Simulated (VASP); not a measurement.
These are PBEsol GGA, VASP's PBE PAW potentials (set 64) (plane waves; VASP 6.6.1) values and carry that method's errors.

Input for VASP

INCAR:
```
SYSTEM = As
PREC = Accurate; ENCUT = 400; LREAL = .False.
LASPH = .True.
EDIFF = 1E-7; NELM = 100; ALGO = Normal
LMAXMIX = 4
ISMEAR = -5
GGA = PS
ISIF = 2
LWAVE = .False.; LCHARG = .True.; LORBIT = 11
NEDOS = 601
```

File POSCAR:
```
As
1
    3.5342911039    -1.8944734395    -0.0538305891
    3.5342911039     1.8944734395    -0.0538305891
    2.5665578042     0.0000000000     3.0815451253
As
2
Direct
  0.2304979452   0.2304979452   0.2304979452
  0.7695020548   0.7695020548   0.7695020548
```

### KPOINTS
```
kpoints
0
gamma
 13 13 13
0 0 0
```

POTCAR, in this order: As (PBE.64 set). Program: vasp_std.

What VASP printed:

OUTCAR:
```
 ion  position               nearest neighbor table
   1  0.230  0.230  0.230-   2 2.54   2 2.54   2 2.54
   2  0.770  0.770  0.770-   1 2.54   1 2.54   1 2.54
  LATTYP: Found a trigonal (rhomboedric) cell.
 ALAT       =     4.0103791532
 COS(alpha) =     0.5536904454
 Subroutine PRICEL returns:
 Original cell was already a primitive cell.
 Subroutine GETGRP returns: Found 12 space group operations
The static configuration has the point symmetry D_3d.
The dynamic configuration has the point symmetry D_3d.
 Subroutine INISYM returns: Found 12 space group operations
 Subroutine IBZKPT returns following result:
 Found    231 irreducible k-points:

 Following reciprocal coordinates:
            Coordinates               Weight
  0.000000  0.000000  0.000000      1.000000
  0.076923  0.000000  0.000000      6.000000
  0.153846  0.000000 -0.000000      6.000000
  0.230769  0.000000  0.000000      6.000000
  0.307692  0.000000 -0.000000      6.000000
  0.384615 -0.000000  0.000000      6.000000
  0.461538  0.000000  0.000000      6.000000
  0.076923  0.076923  0.000000      6.000000
...
```

**OSZICAR**
```
       N       E                     dE             d eps       ncg     rms          rms(c)
DAV:   1     0.237981605038E+02    0.23798E+02   -0.37912E+03  4174   0.752E+02
DAV:   2    -0.927353950827E+01   -0.33072E+02   -0.32558E+02  6527   0.113E+02
DAV:   3    -0.102385047921E+02   -0.96497E+00   -0.96369E+00  4792   0.228E+01
DAV:   4    -0.102430024264E+02   -0.44976E-02   -0.44974E-02  5219   0.164E+00
DAV:   5    -0.102430133389E+02   -0.10913E-04   -0.10888E-04  4747   0.708E-02    0.333E+00
DAV:   6    -0.102257116462E+02    0.17302E-01   -0.45740E-03  4547   0.483E-01    0.199E+00
DAV:   7    -0.102159534113E+02    0.97582E-02   -0.99609E-03  4474   0.734E-01    0.674E-02
DAV:   8    -0.102159864981E+02   -0.33087E-04   -0.21342E-04  4305   0.114E-01    0.217E-02
DAV:   9    -0.102159984131E+02   -0.11915E-04   -0.23568E-05  5064   0.372E-02    0.846E-03
DAV:  10    -0.102159968982E+02    0.15149E-05   -0.25511E-06  4745   0.104E-02    0.251E-03
DAV:  11    -0.102159967789E+02    0.11933E-06   -0.27512E-07  4191   0.404E-03    0.532E-04
DAV:  12    -0.102159967901E+02   -0.11254E-07   -0.18782E-08  2144   0.938E-04
   1 F= -.10215997E+02 E0= -.10215997E+02  d E =0.000000E+00
```

OUTCAR:
```
------------------------ aborting loop because EDIFF is reached ----------------------------------------
  FORCE on cell =-STRESS in cart. coord.  units (eV):
  Direction    XX          YY          ZZ          XY          YZ          ZX
  --------------------------------------------------------------------------------------
  Total       -0.0075453      0.0077446      0.0062880      0.0000000      0.0000000     -0.0047192
  in kB       -0.2892841      0.2969253      0.2410802      0.0000000      0.0000000     -0.1809334
  external PRESSURE =       0.0829071 kB  Pullay stress =       0.0000000 kB
  volume of cell :       41.79
      direct lattice vectors                 reciprocal lattice vectors
     3.534291104 -1.894473440 -0.053830589     0.139698928 -0.263925579 -0.116352466
     3.534291104  1.894473440 -0.053830589     0.139698928  0.263925579 -0.116352466
     2.566557804  0.000000000  3.081545125     0.004880717  0.000000000  0.320447476
 POSITION                                       TOTAL-FORCE (eV/Angst)
 -----------------------------------------------------------------------------------
      2.22088      0.00000      0.68547         0.004896      0.000000      0.001511
      7.41426      0.00000      2.28841        -0.004896      0.000000     -0.001511
 -----------------------------------------------------------------------------------
    total drift:                                0.000000      0.000000      0.000000
  FREE ENERGIE OF THE ION-ELECTRON SYSTEM (eV)
  ---------------------------------------------------
  free  energy   TOTEN  =       -10.2159967901 eV

  energy  without entropy=      -10.2159967901  energy(sigma->0) =      -10.21599679

 total charge

# of ion       s       p       d       tot
------------------------------------------
    1        1.303   1.346   0.051   2.700
    2        1.303   1.346   0.051   2.700
--------------------------------------------------
tot          2.606   2.692   0.102   5.399
```
(Selected blocks of OUTCAR.)

For a metal the tetrahedron method with Blöchl corrections gives inexact stress and forces.

The compound is As in the a7 structure. It was relaxed first.
